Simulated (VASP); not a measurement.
Data:

```
CELL_PARAMETERS angstrom
      4.13090     0.00000     0.00000
      0.00000     4.13090     0.00000
      0.00000     0.00000     4.13090
ATOMIC_POSITIONS crystal
  La 0.00000 0.00000 0.00000
  B  0.80054 0.50000 0.50000
  B  0.50000 0.19946 0.50000
  B  0.50000 0.80054 0.50000
  B  0.19946 0.50000 0.50000
  B  0.50000 0.50000 0.80054
  B  0.50000 0.50000 0.19946
```

Level of theory: PBEsol GGA, VASP's PBE PAW potentials (set 64) (plane waves; VASP). Run with 520 eV cut-off, 8×8×8 Γ-centred mesh, tetrahedra with Blöchl corrections, potentials La B.

Task: The job: LaB$_{6}$ (cab6), 7 atoms, PBEsol, static run, 520 eV, 8×8×8 Γ-centred mesh. Roughly how much core time does it take on a busy server core?

Result: About 40 core-seconds (one run on a shared machine, a rough figure). It had 35 irreducible k-points, 18 bands, up to 1924 plane waves and 17 electronic steps.

The compound is LaB6 in the cab6 structure. It was relaxed first.
